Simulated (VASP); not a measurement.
```
MoS2
1.0
    3.19403     0.00000     0.00000
   -1.59702     2.76611     0.00000
    0.00000     0.00000    13.21397
Mo S
2 4
Cartesian
  0.00000   0.00000   3.30349
  0.00000   0.00000   9.91048
  0.00000   1.84407   4.85931
  1.59702   0.92204   8.35467
  1.59702   0.92204  11.46629
  0.00000   1.84407   1.74768
```

Calculation: PBE GGA, VASP's PBE PAW potentials (set 64) (plane waves; VASP 6.6.1). Settings: 300 eV cut-off, 10×10×2 Γ-centred mesh, Gaussian smearing of 0.010 eV, potentials Mo_sv S.

**Question.** Give the energies of bands 17 to 30 at the high-symmetry points, in eV from the valence-band maximum.

**Answer.** 
```csv
band,Γ,M,K,A,L,H
17,-3.14,-4.57,-4.57,-3.14,-4.55,-4.55
18,-3.14,-4.55,-4.57,-3.14,-4.55,-4.55
19,-2.88,-3.69,-4.05,-2.29,-3.67,-4.08
20,-2.04,-3.66,-4.05,-2.29,-3.67,-4.08
21,-2.04,-2.66,-3.45,-2.03,-2.38,-3.34
22,-2.03,-2.04,-3.24,-2.03,-2.38,-3.34
23,-2.03,-1.55,-2.65,-2.03,-1.51,-2.65
24,-1.47,-1.48,-2.65,-2.03,-1.51,-2.65
25,-0.80,-1.24,-0.52,-0.26,-1.10,-0.52
26,0.00,-1.01,-0.52,-0.26,-1.10,-0.52
27,2.22,1.70,1.12,2.24,1.71,1.12
28,2.23,1.72,1.12,2.24,1.71,1.12
29,2.27,2.22,2.59,2.24,2.22,2.49
30,2.31,2.24,2.59,2.24,2.22,2.49
```

The gap is indirect, 1.12 eV, from the valence maximum at Γ to the conduction minimum at K.

The structure comes from a computed database's MoS2 entry; how it stands against other phases isn't given here. The cell was not relaxed at this level.
